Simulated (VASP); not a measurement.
Calculation: PBEsol GGA, VASP's PBE PAW potentials (set 64) (plane waves; VASP).

VASP ran on this input.

KPOINTS:
```
kpoints
0
Gamma
 13 13 13
0 0 0
```

### INCAR
```
SYSTEM = As
PREC = Accurate
ENCUT = 400
EDIFF = 1E-6
NELM = 100
ALGO = Normal
LREAL = .FALSE.
LASPH = .TRUE.
ISMEAR = 1
SIGMA = 0.1
GGA = PS
LMAXMIX = 4
LWAVE = .FALSE.
LCHARG = .FALSE.
IBRION = 2
ISIF = 3
NSW = 60
EDIFFG = -0.01
```

File POSCAR:
```
As
1
   -0.0000000000     2.0990232998     2.0990232998
    2.0990232998    -0.0000000000     2.0990232998
    2.0990232998     2.0990232998     0.0000000000
As
1
Direct
  0.0000000000   0.0000000000   0.0000000000
```

POTCAR, in this order: As (PBE.64 set). Program: vasp_std.

What VASP printed:

**OSZICAR**
```
       N       E                     dE             d eps       ncg     rms          rms(c)
DAV:   1     0.262831328577E+01    0.26283E+01   -0.18874E+03  1014   0.515E+02
DAV:   2    -0.452289263112E+01   -0.71512E+01   -0.68094E+01  1422   0.604E+01
DAV:   3    -0.462778690859E+01   -0.10489E+00   -0.10486E+00  1086   0.764E+00
DAV:   4    -0.462794724253E+01   -0.16033E-03   -0.16033E-03  1512   0.293E-01
DAV:   5    -0.462794732856E+01   -0.86032E-07   -0.86512E-07  1098   0.501E-03    0.209E+00
DAV:   6    -0.462294126697E+01    0.50061E-02   -0.26199E-03  1104   0.324E-01    0.122E+00
DAV:   7    -0.462051206325E+01    0.24292E-02   -0.47652E-03  1068   0.435E-01    0.457E-02
DAV:   8    -0.462050808469E+01    0.39786E-05   -0.28578E-05  1242   0.516E-02    0.599E-03
DAV:   9    -0.462050801429E+01    0.70394E-07   -0.25234E-07  1062   0.438E-03
   1 F= -.46205080E+01 E0= -.46205972E+01  d E =-.462051E+01
       N       E                     dE             d eps       ncg     rms          rms(c)
DAV:   1    -0.462058115000E+01   -0.73065E-04   -0.18979E-03  1044   0.277E-01    0.368E-02
DAV:   2    -0.462054074461E+01    0.40405E-04   -0.28112E-05  1122   0.454E-02    0.199E-02
DAV:   3    -0.462052213160E+01    0.18613E-04   -0.40117E-05  1068   0.394E-02    0.400E-03
DAV:   4    -0.462052221030E+01   -0.78706E-07   -0.78943E-08   684   0.342E-03
   2 F= -.46205222E+01 E0= -.46206229E+01  d E =-.141960E-04
       N       E                     dE             d eps       ncg     rms          rms(c)
DAV:   1    -0.462053403106E+01   -0.11899E-04   -0.21566E-04  1038   0.935E-02    0.125E-02
DAV:   2    -0.462052965209E+01    0.43790E-05   -0.31837E-06  1080   0.153E-02    0.672E-03
DAV:   3    -0.462052788317E+01    0.17689E-05   -0.45488E-06  1038   0.133E-02    0.136E-03
DAV:   4    -0.462052785470E+01    0.28469E-07   -0.87525E-09   552   0.114E-03
   3 F= -.46205279E+01 E0= -.46206250E+01  d E =-.198404E-04
```

File OUTCAR:
```
------------------------ aborting loop because EDIFF is reached ----------------------------------------
  FORCE on cell =-STRESS in cart. coord.  units (eV):
  Direction    XX          YY          ZZ          XY          YZ          ZX
  --------------------------------------------------------------------------------------
  Total        0.0000472      0.0000472      0.0000472      0.0000000      0.0000000     -0.0000000
  in kB        0.0040766      0.0040766      0.0040766      0.0000000      0.0000000     -0.0000000
  external PRESSURE =       0.0040766 kB  Pullay stress =       0.0000000 kB
  volume of cell :       18.53
      direct lattice vectors                 reciprocal lattice vectors
     0.000000000  2.100389341  2.100389341    -0.238051103  0.238051103  0.238051103
     2.100389341  0.000000000  2.100389341     0.238051103 -0.238051103  0.238051103
     2.100389341  2.100389341  0.000000000     0.238051103  0.238051103 -0.238051103
 POSITION                                       TOTAL-FORCE (eV/Angst)
 -----------------------------------------------------------------------------------
      0.00000      0.00000      0.00000         0.000000      0.000000      0.000000
 -----------------------------------------------------------------------------------
    total drift:                                0.000000      0.000000     -0.000000
  FREE ENERGIE OF THE ION-ELECTRON SYSTEM (eV)
  ---------------------------------------------------
  free  energy   TOTEN  =        -4.6205278547 eV

  energy  without entropy=       -4.6208192618  energy(sigma->0) =       -4.62062499

 reached required accuracy - stopping structural energy minimisation
```
(Selected blocks of OUTCAR.)

CONTCAR:
```
As
   1.00000000000000
     0.0000000000000000    2.1003893413549855    2.1003893413549855
     2.1003893413549855    0.0000000000000000    2.1003893413549855
     2.1003893413549855    2.1003893413549855    0.0000000000000000
  As
     1
Direct
     0.0000000000000000    0.0000000000000000    0.0000000000000000
```

The structure was generated: As was put into the fcc type (Fm-3m), which need not be its known phase. This run relaxes it. Symmetry was kept, so distortions that lower it aren't found. The start is the result of an earlier pass.
